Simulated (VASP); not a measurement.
All values below come from PBE GGA, VASP's PBE PAW potentials (set 64) (plane waves; VASP 6.6.1).

VASP input:

File KPOINTS:
```
Automatic mesh
0
gamma
6 6 6
```

File POSCAR:
```
SrCl2
1
    0.0000000000     3.5195765713     3.5195765713
    3.5195765713     0.0000000000     3.5195765713
    3.5195765713     3.5195765713     0.0000000000
Sr Cl
1 2
Direct
  0.0000000000   0.0000000000   0.0000000000
  0.2500000000   0.2500000000   0.2500000000
  0.7500000000   0.7500000000   0.7500000000
```

### INCAR
```
SYSTEM=SrCl2
PREC=Accurate; ENCUT=500; LREAL=.FALSE.
LASPH=.TRUE.
EDIFF=1E-6; NELM=100; ALGO=Normal
LMAXMIX=4
ISMEAR=0; SIGMA=0.05
GGA=PE
IBRION=2; NSW=40; ISIF=3
EDIFFG=-0.02; PSTRESS=50
LWAVE=.FALSE.; LCHARG=.FALSE.
```

POTCAR, in this order: Sr_sv Cl (PBE.64 set). Program: vasp_std.

**Question.** What will the output report for the number of irreducible k-points (NKPTS), largest plane-wave count, number of space-group operations, FFT grid (NGX, NGY, NGZ)?

**Answer.** 
- number of irreducible k-points (NKPTS) = 16
- largest plane-wave count = 2231
- number of space-group operations = 48
- FFT grid (NGX, NGY, NGZ) = 36 × 36 × 36

The compound is SrCl2 in the fluorite structure. This run relaxes it under an external pressure of 5 GPa. Symmetry was kept, so distortions that lower it aren't found.
